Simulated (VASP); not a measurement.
Computed with PBE GGA, VASP's PBE PAW potentials (set 64) (plane waves; VASP).

VASP ran on this input.

### KPOINTS
```
Automatic mesh
0
Gamma
14 14 14
0 0 0
```

**INCAR**
```
! general
SYSTEM  = MoSi2
PREC    = Accurate
ENCUT   = 500
LREAL   = .False.   ! projection in real space or not
LASPH   = .True.   ! aspherical one-centre terms

! electronic loop
EDIFF   = 1E-6   ! SCF stop (eV)
NELM    = 100   ! most electronic steps
ALGO    = Normal
LMAXMIX = 4

! smearing
ISMEAR  = 1   ! Methfessel-Paxton
SIGMA   = 0.1   ! width (eV)

! functional
GGA     = PE   ! PBE

! ions
IBRION  = 2
NSW     = 40
ISIF    = 3
EDIFFG  = -0.02   ! ionic stop
PSTRESS = 200   ! kbar

! output
LWAVE   = .False.
LCHARG  = .False.
```

POSCAR:
```
MoSi2
1
   -1.5631875475     1.5631875475     3.8479023872
    1.5631875475    -1.5631875475     3.8479023872
    1.5631875475     1.5631875475    -3.8479023872
Si Mo
2 1
Direct
  0.6661266002   0.6661266002   0.0000000000
  0.3338733998   0.3338733998   0.0000000000
  0.0000000000   0.0000000000   1.0000000000
```

POTCAR, in this order: Si Mo_sv (PBE.64 set). Program: vasp_std.

Output

OUTCAR:
```
 ion  position               nearest neighbor table
   1  0.666  0.666  0.000-   3 2.55   3 2.55   3 2.55   3 2.55   2 2.56   2 2.56   2 2.56   2 2.56
                             2 2.56   3 2.57
   2  0.334  0.334  0.000-   3 2.55   3 2.55   3 2.55   3 2.55   1 2.56   1 2.56   1 2.56   1 2.56
                             1 2.56   3 2.57
   3  0.000  0.000  0.000-   1 2.55   1 2.55   1 2.55   2 2.55   1 2.55   2 2.55   2 2.55   2 2.55
                             1 2.57   2 2.57
  LATTYP: Found a body centered tetragonal cell.
 ALAT       =     3.1263750950
 C/A-ratio  =     2.4615743603
 Subroutine PRICEL returns:
 Original cell was already a primitive cell.
 Subroutine GETGRP returns: Found 16 space group operations
The static configuration has the point symmetry D_4h.
The dynamic configuration has the point symmetry D_4h.
 Subroutine INISYM returns: Found 16 space group operations
 Subroutine IBZKPT returns following result:
 Found    244 irreducible k-points:

 Following reciprocal coordinates:
            Coordinates               Weight
  0.000000  0.000000  0.000000      1.000000
  0.071429 -0.000000  0.000000      8.000000
  0.142857 -0.000000  0.000000      8.000000
  0.214286  0.000000 -0.000000      8.000000
  0.285714 -0.000000  0.000000      8.000000
  0.357143  0.000000  0.000000      8.000000
  0.428571  0.000000 -0.000000      8.000000
  0.500000  0.000000 -0.000000      4.000000
  0.071429  0.071429  0.000000      8.000000
  0.142857  0.071429  0.000000     16.000000
  0.214286  0.071429  0.000000     16.000000
  0.285714  0.071429  0.000000     16.000000
  0.357143  0.071429  0.000000     16.000000
  0.428571  0.071429 -0.000000     16.000000
  0.500000  0.071429  0.000000     16.000000
 -0.428571  0.071429  0.000000     16.000000
 -0.357143  0.071429  0.000000     16.000000
 -0.285714  0.071429  0.000000     16.000000
 -0.214286  0.071429  0.000000     16.000000
 -0.142857  0.071429 -0.000000     16.000000
 -0.071429  0.071429  0.000000      4.000000
  0.142857  0.142857  0.000000      8.000000
  0.214286  0.142857  0.000000     16.000000
  0.285714  0.142857  0.000000     16.000000
  0.357143  0.142857 -0.000000     16.000000
  0.428571  0.142857 -0.000000     16.000000
  0.500000  0.142857  0.000000     16.000000
 -0.428571  0.142857  0.000000     16.000000
 -0.357143  0.142857  0.000000     16.000000
 -0.285714  0.142857  0.000000     16.000000
 -0.214286  0.142857  0.000000     16.000000
 -0.142857  0.142857  0.000000      4.000000
  0.214286  0.214286 -0.000000      8.000000
  0.285714  0.214286 -0.000000     16.000000
  0.357143  0.214286  0.000000     16.000000
  0.428571  0.214286  0.000000     16.000000
  0.500000  0.214286 -0.000000     16.000000
 -0.428571  0.214286  0.000000     16.000000
 -0.357143  0.214286 -0.000000     16.000000
 -0.285714  0.214286  0.000000     16.000000
   k-points           NKPTS =    244   k-points in BZ     NKDIM =    244   number of bands    NBANDS=     15
   number of dos      NEDOS =    301   number of ions     NIONS =      3
   total plane-waves  NPLWV =  32768
   dimension x,y,z NGX =    32 NGY =   32 NGZ =   32
   dimension x,y,z NGXF=    64 NGYF=   64 NGZF=   64
   ions per type =               2   1
   PREC   = accura    normal or accurate (medium, high low for compatibility)
   ISTART =      0    job   : 0-new  1-cont  2-samecut
   ICHARG =      2    charge: 1-file 2-atom 10-const
   ISPIN  =      1    spin polarized calculation?
   LNONCOLLINEAR =      F non collinear calculations
   LSORBIT =      F    spin-orbit coupling
   INIWAV =      1    electr: 0-lowe 1-rand  2-diag
   ENCUT  =  500.0 eV  36.75 Ry    6.06 a.u.   8.09  8.09  8.09*2*pi/ulx,y,z
...
```

File OSZICAR:
```
       N       E                     dE             d eps       ncg     rms          rms(c)
DAV:   1     0.122027370321E+03    0.12203E+03   -0.11354E+04  7336   0.136E+03
DAV:   2    -0.211122220989E+02   -0.14314E+03   -0.14126E+03  9056   0.337E+02
DAV:   3    -0.239155792655E+02   -0.28034E+01   -0.27575E+01  9581   0.435E+01
DAV:   4    -0.239284494023E+02   -0.12870E-01   -0.12868E-01  8643   0.345E+00
DAV:   5    -0.239285571865E+02   -0.10778E-03   -0.10778E-03  9686   0.289E-01    0.251E+01
DAV:   6    -0.232097252934E+02    0.71883E+00   -0.62004E+00  8615   0.180E+01    0.609E+00
DAV:   7    -0.231119189217E+02    0.97806E-01   -0.82040E-01  8329   0.597E+00    0.522E+00
DAV:   8    -0.230808924536E+02    0.31026E-01   -0.97344E-02  8762   0.270E+00    0.453E-01
DAV:   9    -0.230803169104E+02    0.57554E-03   -0.19913E-03  9035   0.396E-01    0.226E-01
DAV:  10    -0.230802756884E+02    0.41222E-04   -0.51862E-04  8755   0.215E-01    0.551E-02
DAV:  11    -0.230802684606E+02    0.72279E-05   -0.13179E-04  8706   0.939E-02    0.260E-02
DAV:  12    -0.230802669152E+02    0.15454E-05   -0.18322E-05  8531   0.318E-02    0.590E-03
DAV:  13    -0.230802662978E+02    0.61744E-06   -0.78030E-07  4465   0.896E-03
   1 F= -.18385374E+02 E0= -.18385338E+02  d E =-.183854E+02
       N       E                     dE             d eps       ncg     rms          rms(c)
DAV:   1    -0.230650862571E+02    0.15181E-01   -0.90106E-02  8230   0.343E+00    0.856E-01
DAV:   2    -0.230617114927E+02    0.33748E-02   -0.29916E-02  8188   0.140E+00    0.170E-01
DAV:   3    -0.230613006125E+02    0.41088E-03   -0.20866E-03  7950   0.281E-01    0.576E-02
DAV:   4    -0.230612555262E+02    0.45086E-04   -0.19333E-04  8426   0.137E-01    0.432E-02
DAV:   5    -0.230612614305E+02   -0.59042E-05   -0.13928E-05  9217   0.366E-02    0.263E-02
DAV:   6    -0.230612638900E+02   -0.24596E-05   -0.56127E-06  8426   0.136E-02    0.152E-03
DAV:   7    -0.230612639719E+02   -0.81873E-07   -0.15820E-07  3884   0.299E-03
   2 F= -.18385158E+02 E0= -.18385122E+02  d E =0.216111E-03
       N       E                     dE             d eps       ncg     rms          rms(c)
DAV:   1    -0.230763175706E+02   -0.15054E-01   -0.42952E-02  8202   0.237E+00    0.584E-01
DAV:   2    -0.230747209838E+02    0.15966E-02   -0.14677E-02  8146   0.973E-01    0.118E-01
DAV:   3    -0.230745086518E+02    0.21233E-03   -0.10583E-03  7922   0.200E-01    0.392E-02
DAV:   4    -0.230744821124E+02    0.26539E-04   -0.95292E-05  8391   0.945E-02    0.280E-02
DAV:   5    -0.230744805076E+02    0.16048E-05   -0.74552E-06  9077   0.262E-02    0.182E-02
DAV:   6    -0.230744787217E+02    0.17860E-05   -0.30307E-06  6597   0.101E-02    0.116E-03
DAV:   7    -0.230744786086E+02    0.11304E-06   -0.97764E-08  3835   0.251E-03
   3 F= -.18385428E+02 E0= -.18385392E+02  d E =-.537242E-04
```

### OUTCAR
```
------------------------ aborting loop because EDIFF is reached ----------------------------------------
  FORCE on cell =-STRESS in cart. coord.  units (eV):
  Direction    XX          YY          ZZ          XY          YZ          ZX
  --------------------------------------------------------------------------------------
  Total        4.6890107      4.6890107      4.6997055      0.0000000     -0.0000000      0.0000000
  in kB      199.9982915    199.9982915    200.4544493      0.0000000     -0.0000000      0.0000000
  external PRESSURE =       0.1503441 kB  Pullay stress =     200.0000000 kB
  volume of cell :       37.56
      direct lattice vectors                 reciprocal lattice vectors
    -1.562539703  1.562539703  3.846302250     0.000000000  0.319991869  0.129994984
     1.562539703 -1.562539703  3.846302250     0.319991869  0.000000000  0.129994984
     1.562539703  1.562539703 -3.846302250     0.319991869  0.319991869  0.000000000
 POSITION                                       TOTAL-FORCE (eV/Angst)
 -----------------------------------------------------------------------------------
      0.00000      0.00000      5.12410        -0.000000     -0.000000     -0.003665
      0.00000      0.00000      2.56850        -0.000000     -0.000000      0.003665
      0.00000      0.00000      0.00000         0.000000      0.000000      0.000000
 -----------------------------------------------------------------------------------
    total drift:                                0.000000     -0.000000     -0.000000
  FREE ENERGIE OF THE ION-ELECTRON SYSTEM (eV)
  ---------------------------------------------------
  free  energy   TOTEN  =       -23.0744786086 eV

  energy  without entropy=      -23.0743710852  energy(sigma->0) =      -23.07444277
  enthalpy is  TOTEN    =       -18.3854278252 eV   P V=        4.6890507834

 reached required accuracy - stopping structural energy minimisation
```
(Selected blocks of OUTCAR.)

**CONTCAR**
```
MoSi2
   1.00000000000000
    -1.5625397033888972    1.5625397033888972    3.8463022496914681
     1.5625397033888972   -1.5625397033888972    3.8463022496914681
     1.5625397033888972    1.5625397033888972   -3.8463022496914681
  Si              Mo
     2     1
Direct
     0.6661072405166532    0.6661072405166532    0.0000000000000000
     0.3338927594833468    0.3338927594833468    0.0000000000000000
     0.0000000000000000    0.0000000000000000    0.0000000000000000
```

The compound is MoSi2 in the MoSi2 type structure. This run relaxes it under an external pressure of 20 GPa. Symmetry was kept, so distortions that lower it aren't found.
